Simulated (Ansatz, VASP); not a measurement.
## One calculation of Zr3MoC, two programs

```xyz
5
Lattice="4.5148 0.0000 0.0000 0.0000 4.5148 0.0000 0.0000 0.0000 4.5148" Properties=species:S:1:pos:R:3 pbc="T T T"
Zr    2.2574    0.0000    2.2574
Zr    0.0000    2.2574    2.2574
Zr    2.2574    2.2574    0.0000
Mo    0.0000    0.0000    0.0000
C     2.2574    2.2574    2.2574
```

Change from the starting cell: species swapped into the Y3PbC type (Pm-3m, No. 221).

Alike in both runs: functional PBE; k mesh 8 × 8 × 8; occupations gaussian, width 0.1 eV; no spin polarisation.

Ansatz relaxed the structure, and its values are those at the end. VASP's run is a single point on that final structure, the one shown.

```csv
,VASP,Ansatz
version,VASP 6.6.1,Ansatz 0.2.0
potentials or method,"VASP PAW PBE potentials, release 64 (Zr_sv, Mo_sv, C)","scalar-relativistic, plane waves, PAW"
plane-wave cutoff (eV),520,420
valence electrons in the cell,54,54
```

VASP gave:

- gap on the k mesh at the Fermi level (eV): none
- pressure (GPa): 0.1

Q: Which values does Ansatz return?

A: gap on the k mesh at the Fermi level (eV): none; pressure (GPa): 0.0.

A gap of «none» marks a metal or a gap that the smearing closes.
